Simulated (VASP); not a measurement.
The system is CdSe.

```
CELL_PARAMETERS angstrom
0.00000 3.07027 3.07027
3.07027 0.00000 3.07027
3.07027 3.07027 0.00000
ATOMIC_POSITIONS crystal
Cd 0.00000 0.00000 0.00000
Se 0.75000 0.75000 0.75000
```

Measurements of this composition are mostly on another form, of space group No. 186.

```yaml
Program: VASP 6.6.1
Task: relaxation of cell and atoms
Functional: PBE
Potentials_or_basis: VASP PAW PBE potentials, release 64 (Cd, Se)
Cutoff: 600 eV
k_mesh: 10 × 10 × 10
Occupations: gaussian, width 0.02 eV
Spin: no spin polarisation
```

At the start: pressure 1.5 GPa; volume 28.94 Å³/atom.

Q: Where does the relaxation end?

A: Over 5 steps the energy falls by 4.3 meV/atom and the volume is 29.87 Å³/atom (+3.2 %); space group F-43m (No. 216, to 0.05 Å).

The path:
```
step  energy change (eV)  largest force (eV/Å)  pressure (GPa)  volume (Å³)
   1              0.0000                0.0000            1.52        57.88
   2             -0.0080                0.0000           -0.35        60.22
   3             -0.0086                0.0000            0.01        59.74
   4             -0.0086                0.0000           -0.03        59.78
   5             -0.0086                0.0000            0.00        59.73
```

Final structure:
```yaml
crystal:
  lattice:
    - [0.00000, 3.10260, 3.10260]
    - [3.10260, 0.00000, 3.10260]
    - [3.10260, 3.10260, 0.00000]
  atoms:
    - { symbol: Cd, position: [0.00000, 0.00000, 0.00000] }
    - { symbol: Se, position: [0.75000, 0.75000, 0.75000] }
```
